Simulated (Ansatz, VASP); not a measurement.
**Cross-check of TaN between VASP and Ansatz**

One calculation is typed for both programs; each brings its own data sets. How far apart do they land? The cell is taken from a series of runs on this material, whose earlier steps may have relaxed, scaled, displaced or heated it; both programs get it as it stands.

Method: plane waves, with VASP 6.6.1 beside it; single point at LDA, in Ansatz 0.2.0.

## 1. Set-up

Symmetry: Fm-3m, No. 225, cubic system. The conventional cell has a = 4.198 Å, b = 4.198 Å, c = 4.198 Å, α = 90.00°, β = 90.00°, γ = 90.00°. N has 6 Ta at 2.10 Å nearest. Nearest to Ta lie 6 N at 2.10 Å. Farther neighbours and most contacts between anions are not listed.

Coordinates:

```cif
data_structure
_symmetry_space_group_name_H-M 'Fm-3m'
_symmetry_Int_Tables_number 225
_cell_length_a 4.1976
_cell_length_b 4.1976
_cell_length_c 4.1976
_cell_angle_alpha 90.000
_cell_angle_beta 90.000
_cell_angle_gamma 90.000
_cell_volume 73.96
loop_
_atom_site_label
_atom_site_type_symbol
_atom_site_symmetry_multiplicity
_atom_site_Wyckoff_symbol
_atom_site_fract_x
_atom_site_fract_y
_atom_site_fract_z
_atom_site_occupancy
N1 N 4 a 0.00000 0.00000 0.00000 1
Ta1 Ta 4 b 0.50000 0.00000 0.00000 1
```

## 2. VASP: single point, LDA, pair 1

A single point gives forces, pressure and levels at one fixed geometry, so differences don't come from the geometry; what else differs is listed under the comparison.

Lines of VASP's logs that name or quote its potential files are left out, and so is its time.

Contents of INCAR:

```
SYSTEM = TaN
PREC = Accurate
ENCUT = 600
EDIFF = 1E-06
NELM = 120
ISMEAR = 1
SIGMA = 0.2
LREAL = .FALSE.
ALGO = Normal
GGA = PW92
NBANDS = 14
LASPH = .TRUE.
LORBIT = 11
LWAVE = .FALSE.
LCHARG = .FALSE.
ISIF = 2
GGA_COMPAT = .FALSE.
```

Contents of POSCAR:

```
TaN
1.0
    0.0000000000      2.0987886701      2.0987886701
    2.0987886701      0.0000000000      2.0987886701
    2.0987886701      2.0987886701      0.0000000000
N Ta
1 1
Direct
    0.0000000000      0.0000000000      0.0000000000
    0.5000000000      0.5000000000      0.5000000000
```

Contents of KPOINTS:

```
Automatic mesh
0
Gamma
16 16 16
0 0 0
```

PAW data sets: N and Ta_pv (LDA family, release 64).

Launch:

```bash
mpirun -np 1 vasp_std
```

Numbers of over 12 decimals in the logs are rounded to 6 here.

Log:

```text
[banner, memory and clock lines left out]
running    1 mpi-ranks, on    1 nodes
 distrk:  each k-point on    1 cores,    1 groups
 distr:  one band on    1 cores,    1 groups

 POSCAR found type information on POSCAR N Ta
 POSCAR found :  2 types and       2 ions
|                                                                             |
|               ----> ADVICE to this user running VASP <----                  |
|                                                                             |
|     You enforced a specific xc type in the INCAR file but a different       |
|     [... a line on the potential file left out ...]
|     I HOPE YOU KNOW WHAT YOU ARE DOING!                                     |
|                                                                             |

 LDA part: xc-table for (Slater(with rela. corr.)+PW92), standard interpolation
 POSCAR, INCAR and KPOINTS ok, starting setup
 FFT: planning ... GRIDC
 FFT: planning ... GRID_SOFT
 FFT: planning ... GRID
 WAVECAR not read
 entering main loop
       N       E                     dE             d eps       ncg     rms          rms(c)
DAV:   1     0.971866912119E+02    0.97187E+02   -0.98848E+03  4060   0.138E+03
DAV:   2    -0.238817986372E+02   -0.12107E+03   -0.11446E+03  5050   0.337E+02
DAV:   3    -0.269250751034E+02   -0.30433E+01   -0.30058E+01  4534   0.481E+01
DAV:   4    -0.269388237241E+02   -0.13749E-01   -0.13746E-01  5006   0.336E+00
DAV:   5    -0.269389081667E+02   -0.84443E-04   -0.84442E-04  4564   0.239E-01    0.320E+01
DAV:   6    -0.239316353404E+02    0.30073E+01   -0.61537E+00  4624   0.293E+01    0.138E+01
DAV:   7    -0.238671220486E+02    0.64513E-01   -0.41809E-01  5044   0.552E+00    0.889E+00
DAV:   8    -0.238343640373E+02    0.32758E-01   -0.10686E-01  5176   0.268E+00    0.159E+00
DAV:   9    -0.238296269061E+02    0.47371E-02   -0.13267E-02  4534   0.934E-01    0.265E-01
DAV:  10    -0.238295390655E+02    0.87841E-04   -0.78875E-04  5032   0.354E-01    0.125E-01
DAV:  11    -0.238294783791E+02    0.60686E-04   -0.16207E-04  4402   0.128E-01    0.279E-02
DAV:  12    -0.238294766908E+02    0.16883E-05   -0.82132E-06  4810   0.267E-02    0.313E-03
DAV:  13    -0.238294766875E+02    0.33328E-08   -0.21895E-07  2522   0.424E-03
   1 F= -.23829477E+02 E0= -.23828762E+02  d E =-.214470E-02
```

OUTCAR, selected parts (step 2):

```text
ion  position               nearest neighbor table
   1  0.000  0.000  0.000-   2 2.10   2 2.10   2 2.10   2 2.10   2 2.10   2 2.10
   2  0.500  0.500  0.500-   1 2.10   1 2.10   1 2.10   1 2.10   1 2.10   1 2.10

  LATTYP: Found a face centered cubic cell.
 ALAT       =     4.1975773402

 Subroutine GETGRP returns: Found 48 space group operations
 (whereof 48 operations were pure point group operations)

The static configuration has the point symmetry O_h .

 Found    145 irreducible k-points:

   k-points           NKPTS =    145   k-points in BZ     NKDIM =    145   number of bands    NBANDS=     14

   dimension x,y,z NGX =    24 NGY =   24 NGZ =   24
   dimension x,y,z NGXF=    48 NGYF=   48 NGZF=   48

   ENCUT  =  600.0 eV  44.10 Ry    6.64 a.u.   5.93  5.93  5.93*2*pi/ulx,y,z

   NELECT =      16.0000    total number of electrons

 k-points in reciprocal lattice and weights: Automatic mesh
   0.00000000  0.00000000  0.00000000       0.000
   0.06250000  0.00000000  0.00000000       0.002
   0.12500000  0.00000000  0.00000000       0.002
   0.18750000  0.00000000  0.00000000       0.002
   0.25000000  0.00000000  0.00000000       0.002
   0.31250000  0.00000000  0.00000000       0.002
   0.37500000  0.00000000  0.00000000       0.002
   0.43750000  0.00000000  0.00000000       0.002
   0.50000000  0.00000000  0.00000000       0.001
[...]
-0.31250000  0.50000000  0.18750000       0.003
  -0.25000000  0.50000000  0.25000000       0.001

 average (electrostatic) potential at core
       1 -59.5932       2 -33.2569

 E-fermi :  11.0652

 k-point     1 :       0.0000    0.0000    0.0000
  band No.  band energies     occupation
    ...
      8       8.5170      2.00000
      9       8.5170      2.00000
     10       8.5170      2.00000
     11      11.1054      0.66699
     12      11.1054      0.66699
     13      14.1375     -0.00000
     14      20.6042      0.00000

 k-point     2 :       0.0625    0.0000    0.0000
  band No.  band energies     occupation
    ...
      6       6.4822      2.00000
      7       6.4822      2.00000
      8       8.7109      2.00000
      9       8.7109      2.00000
     10       8.8234      2.00000
     11      11.5935     -0.00120
     12      11.5935     -0.00120
     13      14.4044     -0.00000
     14      20.9578      0.00000

 k-point     3 :       0.1250    0.0000    0.0000
  band No.  band energies     occupation
    ...
      6       5.6260      2.00000
      7       5.6260      2.00000
      8       9.1473      2.00000
      9       9.1473      2.00000
     10       9.2700      2.00000
     11      12.7554     -0.00000
     12      12.7554     -0.00000
     13      15.1026      0.00000
     14      21.9466      0.00000

  Total        6.0929124      6.0929124      6.0929124      0.0000000      0.0000000      0.0000000
  in kB      527.9580153    527.9580153    527.9580153      0.0000000      0.0000000      0.0000000
  external PRESSURE =     527.9580153 kB  Pullay stress =       0.0000000 kB

  energy-cutoff  :      600.00
  volume of cell :       18.49
      direct lattice vectors                 reciprocal lattice vectors
     0.000000000  2.098788670  2.098788670    -0.238232656  0.238232656  0.238232656
     2.098788670  0.000000000  2.098788670     0.238232656 -0.238232656  0.238232656
     2.098788670  2.098788670  0.000000000     0.238232656  0.238232656 -0.238232656

 POSITION                                       TOTAL-FORCE (eV/Angst)
 -----------------------------------------------------------------------------------
      0.00000      0.00000      0.00000        -0.000000      0.000000      0.000000
      2.09879      2.09879      2.09879         0.000000     -0.000000     -0.000000
 -----------------------------------------------------------------------------------
    total drift:                                0.000000     -0.000000     -0.000000

  FREE ENERGIE OF THE ION-ELECTRON SYSTEM (eV)
  ---------------------------------------------------
  free  energy   TOTEN  =       -23.8294766875 eV

  energy  without entropy=      -23.8273319835  energy(sigma->0) =      -23.82876179

 total charge
# of ion       s       p       d       tot
------------------------------------------
    1        1.229   2.627   0.000   3.856
    2        0.314   6.312   2.704   9.330
--------------------------------------------------
tot          1.543   8.939   2.704  13.186

[... 3 further parts left out ...]
```

The run ends at a pressure of 52.80 GPa.

## 3. Ansatz: single point, LDA, pair 1

Ansatz runs on its PAW soft_1 files.

The same cell, functional (in two slightly different forms), mesh and smearing now go to Ansatz, which takes its cutoff from its data sets.

Contents of input.yaml:

```yaml
crystal:
  lattice:
    - [0.0, 2.0987886701, 2.0987886701]
    - [2.0987886701, 0.0, 2.0987886701]
    - [2.0987886701, 2.0987886701, 0.0]
  atoms:
    - { symbol: "N", position: [0.0, 0.0, 0.0] }
    - { symbol: Ta, position: [0.5, 0.5, 0.5] }
kpoints:
  mp_grid: { grid: [16, 16, 16] }
hamiltonian:
  xc: lda
  pseudopotentials: { kind: paw, azcp: { folder: soft_1 }, xc_functional: pbe }
scf:
  occupations: { method: methfessel_paxton, width: 0.2 }
output:
  forces: true
  stress: true
  eigenvalues: true
```

Launch:

```bash
ansatz run input.yaml --threads 4 --pin off --max-ram 10240MiB --backend cpu --events-out ev --progress --plain --runs-dir out
```

Log:

```text
Engine: ansatz 0.2.0, x86_64-unknown-linux-gnu
Pseudopotentials: kind: paw
Pseudopotential: N, paw, valence charge 5, recommended cutoff 420 eV (normal), soft_1/N.paw.azcp
Pseudopotential: Ta, paw, valence charge 13, recommended cutoff 420 eV (normal), soft_1/Ta.paw.azcp
Functional definition: SPW92
  exchange = slater_x
  correlation = pw_c
Crystal: 2 atoms, lattice volume = 18.490 Å³
Basis set: ecut = 420 eV, 339 PW (Γ)
Bands: 13, of which v1, the nominal top of the filled ones, is band 9 counted from 1 (8 counted from 0)
Symmetry: 48 space group operations
Space group: Fm-3m (ITA 225), of the structure as read, at distance tolerance 2.6e-5 Å
k-points: 145 of 4096
Non-local potential: N, projectors of the file, l = 0: 2, l = 1: 2, l = 2: 1
Non-local potential: Ta, projectors of the file, l = 0: 3, l = 1: 2, l = 2: 2, l = 3: 1
PAW form: soft (Blöchl's): semilocal exchange-correlation on the pseudo side does not see the compensation charge
PAW frozen core: N, regenerated for the run's functional, and the local potential with it (the file was generated under x = pbe(κ = 0.804, μ = 0.219515), c = pbe(β = 0.066725))
PAW frozen core: Ta, regenerated for the run's functional, and the local potential with it (the file was generated under x = pbe(κ = 0.804, μ = 0.219515), c = pbe(β = 0.066725))
PAW one-centre angular grid: N, 110 points (default); XC on 64 Gauss nodes
PAW one-centre angular grid: Ta, 590 points (default); XC on 64 Gauss nodes
Initial density: superposition of atomic densities (chi_scale 0.1, normalization cell, long waves kept (reshape's long-wave potential 0.00 eV rms))
Initial wavefunctions: pseudopotential atomic-orbital guess
Functional: x = slater, c = lda
SCF iter   1: F=—  HF=-10059.389563 eV  |F-HF|=—  |Δ(HF+E_count)|=         —  Δρ=6.68e-2  dr2=8.45e-1  ethr=3.10e-3  ⟨swp⟩=5.0  Hψ=19920  notcnv=0  defer=1
automatic band count: the SCF goes on with 17 bands, as 13 were too few: the levels above may hold too much charge
preconditioner: auto → none  [metal: Δε(μ)=0.008 eV  Ē_g=17.680 eV  σ=0.200 eV  W_gap=0.03  n_scr=8 (ndim 8)  ℏωp=27.3 eV  f_vac=0.000  D(μ)=0.81/eV (n_scr^D=8)  sad-step TF]
SCF iter   2: F=—  HF=-10059.291325 eV  |F-HF|=—  |Δ(HF+E_count)|=   9.82e-2  S|Δr|=    0.00e0  Δρ=4.59e-2  dr2=4.31e-1  ethr=3.10e-3  ⟨swp⟩=1.0  Hψ=3627  notcnv=0  defer=11
SCF iter   3: F=—  HF=-10059.176882 eV  |F-HF|=—  |Δ(HF+E_count)|=   1.14e-1  S|Δr|=    0.00e0  Δρ=3.48e-3  dr2=7.13e-4  ethr=2.39e-3  ⟨swp⟩=2.4  Hψ=3410  notcnv=0  defer=11
SCF iter   4: F=—  HF=-10059.176932 eV  |F-HF|=—  |Δ(HF+E_count)|=   5.01e-5  S|Δr|=    0.00e0  Δρ=7.20e-4  dr2=1.14e-4  ethr=3.96e-6  ⟨swp⟩=2.6  Hψ=4783  notcnv=0  defer=254
SCF iter   5: F=—  HF=-10059.176900 eV  |F-HF|=—  |Δ(HF+E_count)|=   3.21e-5  S|Δr|=    0.00e0  Δρ=7.90e-5  dr2=9.32e-7  ethr=6.36e-7  ⟨swp⟩=2.7  Hψ=3290  notcnv=0  defer=254
SCF iter   6: F=—  HF=-10059.176899 eV  |F-HF|=—  |Δ(HF+E_count)|=   1.38e-6  S|Δr|=    0.00e0  Δρ=8.04e-6  dr2=8.37e-9  ethr=5.56e-10  ⟨swp⟩=8.8  Hψ=11469  notcnv=0
SCF iter   7: F=-10059.176899 eV  HF=-10059.176899 eV  |F-HF|=5.46e-12  |Δ(HF+E_count)|=   2.25e-9  S|Δr|=    0.00e0  Δρ=7.48e-7  dr2=4.44e-11  ethr=4.65e-11  ⟨swp⟩=2.0  Hψ=6482  notcnv=0
SCF 1 converged in 7 iterations: F = -10059.176899 eV  dr2 = 4.44e-11
  greatest PAW one-centre occupation: 0.999 electrons in one spin orbital (limit 2), on the Ta atom at site 1 (counted from 0), in its partial waves of l = 0
SCF converged after 7 iterations
Stability not checked: this state was not tested for a lower state beside it, because cold or Methfessel-Paxton smearing, or corrected tetrahedra, fill the levels in a way that the test cannot read (fill_not_monotonic; see scf.lower_state_search)
Free energy (F): -10059.176899 eV
Harris-Foulkes:  -10059.176899 eV  (|F-HF|=5.46e-12)
Internal energy: -10059.174705 eV  (E = F + TS)
E sigma→0 (E₀):  -10059.176350 eV
Entropy (-TS):   -0.002193 eV (-1.097 meV/atom)
Fermi energy:    24.620302 eV
--- Per-component energies (eV) ---
  E_band       = 4.123515
  E_kinetic    = 537.112654
  E_local      = -479.127647  (includes V_loc(G=0)·N_el)
  E_nonlocal   = 31.389658
  E_hartree    = 180.184423
  E_xc         = -382.543542
  E_vxc        = -315.646034  (∫ρ·V_xc dr)
  E_paw        = -8177.904697  (= ΣΔE_a)
  E_vpaw       = -129.974898  (= ΣTr[D̂ρ^β])
  E_aug_tail   = 0.000959  (compensation charges beyond the density's cutoff)
  E_ewald      = -1768.625554
  E_core_change = 0.339041  (= ΣΔE_core)
  E_smearing   = -0.002193  (= −TS)
  E_closure    = -0.000000  (closes the sum)
  Σ components = -10059.176899   (vs F -10059.176899, Δ=0.00e0)
--- Forces (eV/Å), atoms counted from 1 ---
  atom   1  N     -0.00000000     0.00000000     0.00000000
  atom   2  Ta     0.00000000     0.00000000    -0.00000000
  max |Σ_I F_I| component: 3.96e-29 eV/Å
--- Stress (GPa, compression-positive) ---
       49.990012       0.000000       0.000000
        0.000000      49.990012       0.000000
       -0.000000      -0.000000      49.990012
  P = ⅓ Tr σ = 49.9900 GPa (499.900 kbar)
--- Band table (eV; the first three rows and the last of 145) ---
  k-point 0: bands = [... 5 lower, 20.4501, 20.4501, 20.4501, 22.0955, 22.0955, 22.0955, 24.6928, 24.6928, ... 4 higher]
  k-point 1: bands = [... 5 lower, 19.8817, 20.0279, 20.0279, 22.2873, 22.2873, 22.3930, 25.1735, 25.1735, ... 4 higher]
  k-point 2: bands = [... 5 lower, 18.7597, 19.1809, 19.1809, 22.7225, 22.7225, 22.8305, 26.3231, 26.3231, ... 4 higher]
  k-point 144: bands = [... 5 lower, 16.3000, 17.4193, 17.4193, 24.4040, 24.4040, 29.0700, 30.0720, 30.2504, ... 4 higher]
```

In the SCF lines HF is the Harris–Foulkes energy and dr2 the Hartree energy of the density residual, in eV; the loop may stop once dr2 is under the threshold and the program's other checks hold. Hψ counts applications of the Hamiltonian.

The run ends at a pressure of 49.99 GPa.

## 4. Comparison

Known differences besides the potentials themselves: the data sets hold 18 valence electrons in Ansatz (on its PAW soft_1 files) and 16 in VASP; the cutoff is 420 eV in Ansatz and 600 eV in VASP; VASP's log shows a relativistic correction to its local exchange, Ansatz's none. Total energies have different zeros and are not compared.

Both answers:

```
      quantity  Ansatz   VASP  difference
pressure (GPa)   49.99  52.80       -2.81
```

## 5. Further runs

Further runs change the set-up of one program: Ansatz's method, potentials or start, or VASP's data sets, cutoff or form of LDA. The table gives that difference for each run.

| run | pressure (GPa) |
| --- | --- |
| as above | -2.8 |
| VASP with the data sets N and Ta_sv_GW | -1.7 |

## 6. VASP: single point, LDA, pair 2

With cell and atoms fixed, the geometry can't cause a difference; cores, projectors, grids and the points listed under the comparison can. The cell compared in this pair holds 19.72 Å³, against 18.49 Å³ for the pair before.

INCAR is that of step 2.

Contents of POSCAR:

```
TaN
1.0
    0.0000000000      2.1444287393      2.1444287393
    2.1444287393      0.0000000000      2.1444287393
    2.1444287393      2.1444287393      0.0000000000
N Ta
1 1
Direct
    0.0000000000      0.0000000000      0.0000000000
    0.5000000000      0.5000000000      0.5000000000
```

KPOINTS is that of step 2.

Launch:

```bash
mpirun -np 1 vasp_std
```

Log:

```text
[banner, memory and clock lines left out]
running    1 mpi-ranks, on    1 nodes
[...]
[... a notice as in an earlier step ...]

 LDA part: xc-table for (Slater(with rela. corr.)+PW92), standard interpolation
 POSCAR, INCAR and KPOINTS ok, starting setup
[...]
entering main loop
       N       E                     dE             d eps       ncg     rms          rms(c)
DAV:   1     0.947610518942E+02    0.94761E+02   -0.98589E+03  4060   0.136E+03
DAV:   2    -0.242209318547E+02   -0.11898E+03   -0.11238E+03  4930   0.333E+02
DAV:   3    -0.271433689063E+02   -0.29224E+01   -0.28797E+01  4630   0.467E+01
DAV:   4    -0.271570322611E+02   -0.13663E-01   -0.13656E-01  4890   0.335E+00
[...]
DAV:  10    -0.241000833303E+02    0.14846E-03   -0.50957E-04  5340   0.287E-01    0.969E-02
DAV:  11    -0.241000559295E+02    0.27401E-04   -0.64308E-05  4390   0.852E-02    0.176E-02
DAV:  12    -0.241000554514E+02    0.47806E-06   -0.37275E-06  5008   0.182E-02
   1 F= -.24100055E+02 E0= -.24099307E+02  d E =-.224454E-02
```

From OUTCAR (step 6):

```text
  Total        2.3342700      2.3342700      2.3342700      0.0000000      0.0000000      0.0000000
  in kB      189.6255359    189.6255359    189.6255359      0.0000000      0.0000000      0.0000000
  external PRESSURE =     189.6255359 kB  Pullay stress =       0.0000000 kB

 POSITION                                       TOTAL-FORCE (eV/Angst)
 -----------------------------------------------------------------------------------
      0.00000      0.00000      0.00000         0.000000     -0.000000      0.000000
      2.14443      2.14443      2.14443        -0.000000      0.000000     -0.000000
 -----------------------------------------------------------------------------------
    total drift:                                0.000000     -0.000000     -0.000000

  FREE ENERGIE OF THE ION-ELECTRON SYSTEM (eV)
  ---------------------------------------------------
  free  energy   TOTEN  =       -24.1000554514 eV

  energy  without entropy=      -24.0978109100  energy(sigma->0) =      -24.09930727

[... 1 part as in an earlier step ...]

[... 2 further parts left out ...]
[key lines of the parts left out:]
E-fermi :  10.2738
```

The run ends at a pressure of 18.96 GPa.

## 7. Ansatz: single point, LDA, pair 2

The same cell, functional (in two slightly different forms), mesh and smearing now go to Ansatz, which takes its cutoff from its data sets.

The cell is taken from a series of runs on this material, whose earlier steps may have relaxed, scaled, displaced or heated it; both programs get it as it stands.

input.yaml, the sections that differ from step 3:

```yaml
crystal:
  lattice:
    - [0.0, 2.1444287393, 2.1444287393]
    - [2.1444287393, 0.0, 2.1444287393]
    - [2.1444287393, 2.1444287393, 0.0]
  atoms:
    - { symbol: "N", position: [0.0, 0.0, 0.0] }
    - { symbol: Ta, position: [0.5, 0.5, 0.5] }
# kpoints, hamiltonian, scf, output: as in step 3
```

Launch:

```bash
ansatz run input.yaml --threads 4 --pin off --max-ram 10240MiB --backend cpu --events-out ev --progress --plain --runs-dir out
```

Log:

```text
[...]
Crystal: 2 atoms, lattice volume = 19.723 Å³
Basis set: ecut = 420 eV, 387 PW (Γ)
Bands: 13, of which v1, the nominal top of the filled ones, is band 9 counted from 1 (8 counted from 0)
Symmetry: 48 space group operations
[...]
k-points: 145 of 4096
[...]
k-point 0: bands = [... 5 lower, 18.9982, 18.9982, 18.9982, 20.6684, 20.6684, 20.6684, 23.0431, 23.0431, ... 4 higher]
  k-point 1: bands = [... 5 lower, 18.4615, 18.6145, 18.6145, 20.8437, 20.8437, 20.9327, 23.4823, 23.4823, ... 4 higher]
  k-point 2: bands = [... 5 lower, 17.3850, 17.8337, 17.8337, 21.2460, 21.2460, 21.3256, 24.5393, 24.5393, ... 4 higher]
  k-point 144: bands = [... 5 lower, 15.0887, 16.0017, 16.0017, 22.7929, 22.7929, 27.0176, 27.7905, 28.0659, ... 4 higher]
[key lines of the parts left out:]
SCF converged after 7 iterations
Free energy (F): -10059.426999 eV
Fermi energy:    22.991999 eV
P = ⅓ Tr σ = 16.8173 GPa (168.173 kbar)
```

The run ends at a pressure of 16.82 GPa.

(Part 1 of 2 ends here.)

[Lines on the potential files, build, host, timing and source positions are cut from VASP's logs without a mark.]

[Logs are printed without paths, hosts, clocks, repeated set-up lines and the standing remarks that a program may print on its own settings, such as how far it seeks lower states.]

[Hosts, paths, dates, database ids (printed as entryN), source tags and the programs' standing remarks are cut or masked in the printed files.]
